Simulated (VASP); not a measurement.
Computed with PBEsol GGA, VASP's PBE PAW potentials (set 64) (plane waves; VASP 6.6.1).

A VASP calculation is set up with these files.

**INCAR**
```
# general
SYSTEM   =  FeSi
PREC     =  Accurate
ENCUT    =  500
LREAL    =  .False.   # projection in real space or not
LASPH    =  .True.

# electronic loop
EDIFF    =  1E-6   # SCF stop (eV)
NELM     =  100
ALGO     =  Normal   # blocked Davidson
LMAXMIX  =  4   # l cut-off of mixed one-centre charges

# smearing
ISMEAR   =  0
SIGMA    =  0.05   # width (eV)

# functional
GGA      =  PS   # PBEsol

# ions
IBRION   =  2   # conjugate gradients
NSW      =  40   # most ionic steps
ISIF     =  3
EDIFFG   =  -0.02   # ionic stop
PSTRESS  =  100   # kbar

# output
LWAVE    =  .False.
LCHARG   =  .False.
```

KPOINTS:
```
Regular mesh
0
G
5 5 5
0 0 0
```

**POSCAR**
```
FeSi
1
    4.3505481357     0.0000000000    -0.0000000000
    0.0000000000     4.3505481357     0.0000000000
   -0.0000000000    -0.0000000000     4.3505481357
Fe Si
4 4
Direct
  0.8612795488   0.6387204512   0.3612795488
  0.3612795488   0.8612795488   0.6387204512
  0.1387204512   0.1387204512   0.1387204512
  0.6387204512   0.3612795488   0.8612795488
  0.1582539029   0.3417460971   0.6582539029
  0.6582539029   0.1582539029   0.3417460971
  0.8417460971   0.8417460971   0.8417460971
  0.3417460971   0.6582539029   0.1582539029
```

POTCAR, in this order: Fe Si (PBE.64 set). Program: vasp_std.

The run wrote:

File OUTCAR:
```
 ion  position               nearest neighbor table
   1  0.861  0.639  0.361-   5 2.24   6 2.27   7 2.27   8 2.27   6 2.43   7 2.43   8 2.43   4 2.67
                             4 2.67   2 2.67   3 2.67   2 2.67   3 2.67
   2  0.361  0.861  0.639-   6 2.24   5 2.27   7 2.27   8 2.27   8 2.43   5 2.43   7 2.43   3 2.67
                             3 2.67   4 2.67   4 2.67   1 2.67   1 2.67
   3  0.139  0.139  0.139-   7 2.24   6 2.27   5 2.27   8 2.27   8 2.43   5 2.43   6 2.43   2 2.67
                             2 2.67   4 2.67   1 2.67   1 2.67   4 2.67
   4  0.639  0.361  0.861-   8 2.24   6 2.27   7 2.27   5 2.27   5 2.43   6 2.43   7 2.43   1 2.67
                             1 2.67   3 2.67   2 2.67   2 2.67   3 2.67
   5  0.158  0.342  0.658-   1 2.24   2 2.27   3 2.27   4 2.27   2 2.43   3 2.43   4 2.43   8 2.70
                             6 2.70   8 2.70   7 2.70   7 2.70   6 2.70
   6  0.658  0.158  0.342-   2 2.24   1 2.27   3 2.27   4 2.27   4 2.43   1 2.43   3 2.43   8 2.70
                             7 2.70   5 2.70   8 2.70   7 2.70   5 2.70
   7  0.842  0.842  0.842-   3 2.24   2 2.27   1 2.27   4 2.27   4 2.43   1 2.43   2 2.43   5 2.70
                             6 2.70   8 2.70   6 2.70   5 2.70   8 2.70
   8  0.342  0.658  0.158-   4 2.24   2 2.27   3 2.27   1 2.27   1 2.43   2 2.43   3 2.43   7 2.70
                             5 2.70   5 2.70   6 2.70   6 2.70   7 2.70
  LATTYP: Found a simple cubic cell.
 ALAT       =     4.3505481357
 Subroutine PRICEL returns:
 Original cell was already a primitive cell.
 Subroutine GETGRP returns: Found 12 space group operations
The static configuration has the point symmetry C_3 .
 The point group associated with its full space group is T   .
The dynamic configuration has the point symmetry C_3 .
 Subroutine INISYM returns: Found 12 space group operations
 Subroutine IBZKPT returns following result:
 Found     11 irreducible k-points:

 Following reciprocal coordinates:
            Coordinates               Weight
  0.000000  0.000000  0.000000      1.000000
  0.200000  0.000000  0.000000      6.000000
  0.400000  0.000000  0.000000      6.000000
  0.200000  0.200000  0.000000     12.000000
  0.400000  0.200000  0.000000     12.000000
 -0.200000  0.400000  0.000000     12.000000
  0.400000  0.400000  0.000000     12.000000
  0.200000  0.200000  0.200000      8.000000
  0.400000  0.200000  0.200000     24.000000
  0.400000  0.400000  0.200000     24.000000
  0.400000  0.400000  0.400000      8.000000
   k-points           NKPTS =     11   k-points in BZ     NKDIM =     11   number of bands    NBANDS=     29
   number of dos      NEDOS =    301   number of ions     NIONS =      8
   total plane-waves  NPLWV =  32768
   dimension x,y,z NGX =    32 NGY =   32 NGZ =   32
   dimension x,y,z NGXF=    64 NGYF=   64 NGZF=   64
   ions per type =               4   4
   PREC   = accura    normal or accurate (medium, high low for compatibility)
   ISTART =      0    job   : 0-new  1-cont  2-samecut
   ICHARG =      2    charge: 1-file 2-atom 10-const
   ISPIN  =      1    spin polarized calculation?
   LNONCOLLINEAR =      F non collinear calculations
   LSORBIT =      F    spin-orbit coupling
   INIWAV =      1    electr: 0-lowe 1-rand  2-diag
   ENCUT  =  500.0 eV  36.75 Ry    6.06 a.u.   7.93  7.93  7.93*2*pi/ulx,y,z
   NELM   =    100;   NELMIN=  2; NELMDL= -5     # of ELM steps
   EDIFF  = 0.1E-05   stopping-criterion for ELM
   LREAL  =      F    real-space projection
   NLSPLINE    = F    spline interpolate recip. space projectors
   LMAXMIX     =    4 max onsite mixed and CHGCAR
   VOSKOWN=      0    Vosko Wilk Nusair interpolation
   EDIFFG = -.2E-01   stopping-criterion for IOM
   NSW    =     40    number of steps for IOM
   NBLOCK =      1;   KBLOCK =     40    inner block; outer block
   IBRION =      2    ionic relax: 0-MD 1-quasi-New 2-CG
   NFREE  =      1    steps in history (QN), initial steepest desc. (CG)
   ISIF   =      3    stress and relaxation
   ISYM   =      2    0-nonsym 1-usesym 2-fastsym
   TEIN   =    0.0    initial temperature
   TEBEG  =    0.0;   TEEND  =   0.0 temperature during run
   SMASS  =  -3.00    Nose mass-parameter (am)
   PSTRESS=  100.0 pullay stress
   NELECT =      48.0000    total number of electrons
   EFERMI =   0.00;   METHOD = LEGACY
...
```

**OSZICAR**
```
       N       E                     dE             d eps       ncg     rms          rms(c)
DAV:   1     0.354329541638E+03    0.35433E+03   -0.19499E+04   638   0.182E+03
DAV:   2    -0.315945858102E+02   -0.38592E+03   -0.37524E+03   638   0.423E+02
DAV:   3    -0.702215888168E+02   -0.38627E+02   -0.35235E+02   875   0.148E+02
DAV:   4    -0.720947508744E+02   -0.18732E+01   -0.18394E+01   924   0.379E+01
DAV:   5    -0.721344349759E+02   -0.39684E-01   -0.39652E-01   970   0.483E+00    0.362E+01
DAV:   6    -0.753364995382E+02   -0.32021E+01   -0.22713E+02   952   0.171E+02    0.283E+01
DAV:   7    -0.641237830039E+02    0.11213E+02   -0.86993E+01   957   0.119E+02    0.101E+01
DAV:   8    -0.638136193973E+02    0.31016E+00   -0.35579E+00   810   0.167E+01    0.295E+00
DAV:   9    -0.637371756983E+02    0.76444E-01   -0.44423E-01  1012   0.649E+00    0.113E+00
DAV:  10    -0.637272668635E+02    0.99088E-02   -0.16120E-02   799   0.149E+00    0.446E-01
DAV:  11    -0.637257172541E+02    0.15496E-02   -0.10288E-02  1012   0.123E+00    0.140E-01
DAV:  12    -0.637256598189E+02    0.57435E-04   -0.28267E-04  1007   0.173E-01    0.556E-02
DAV:  13    -0.637256528516E+02    0.69673E-05   -0.65391E-05  1004   0.783E-02    0.172E-02
DAV:  14    -0.637256519749E+02    0.87671E-06   -0.20103E-06   519   0.171E-02
   1 F= -.58586146E+02 E0= -.58585839E+02  d E =-.585861E+02
```

File OUTCAR:
```
------------------------ aborting loop because EDIFF is reached ----------------------------------------
  FORCE on cell =-STRESS in cart. coord.  units (eV):
  Direction    XX          YY          ZZ          XY          YZ          ZX
  --------------------------------------------------------------------------------------
  Total        5.1510408      5.1510408      5.1510408      0.0000000      0.0000000      0.0000000
  in kB      100.2244393    100.2244393    100.2244393      0.0000000      0.0000000      0.0000000
  external PRESSURE =       0.2244393 kB  Pullay stress =     100.0000000 kB
  volume of cell :       82.34
      direct lattice vectors                 reciprocal lattice vectors
     4.350548136  0.000000000  0.000000000     0.229856094  0.000000000  0.000000000
     0.000000000  4.350548136  0.000000000     0.000000000  0.229856094  0.000000000
     0.000000000  0.000000000  4.350548136     0.000000000  0.000000000  0.229856094
 POSITION                                       TOTAL-FORCE (eV/Angst)
 -----------------------------------------------------------------------------------
      3.74704      2.77878      1.57176        -0.001545      0.001545     -0.001545
      1.57176      3.74704      2.77878        -0.001545     -0.001545      0.001545
      0.60351      0.60351      0.60351         0.001545      0.001545      0.001545
      2.77878      1.57176      3.74704         0.001545     -0.001545     -0.001545
      0.68849      1.48678      2.86377         0.000696     -0.000696      0.000696
      2.86377      0.68849      1.48678         0.000696      0.000696     -0.000696
      3.66206      3.66206      3.66206        -0.000696     -0.000696     -0.000696
      1.48678      2.86377      0.68849        -0.000696      0.000696      0.000696
 -----------------------------------------------------------------------------------
    total drift:                               -0.000001     -0.000001     -0.000000
  FREE ENERGIE OF THE ION-ELECTRON SYSTEM (eV)
  ---------------------------------------------------
  free  energy   TOTEN  =       -63.7256519749 eV

  energy  without entropy=      -63.7250375682  energy(sigma->0) =      -63.72534477
  enthalpy is  TOTEN    =       -58.5861462739 eV   P V=        5.1395057009

 reached required accuracy - stopping structural energy minimisation
```
(Selected blocks of OUTCAR.)

The compound is FeSi in the B20 structure. It was relaxed first under an external pressure of 10 GPa. The run is not spin-polarised, so no magnetic state was tried.
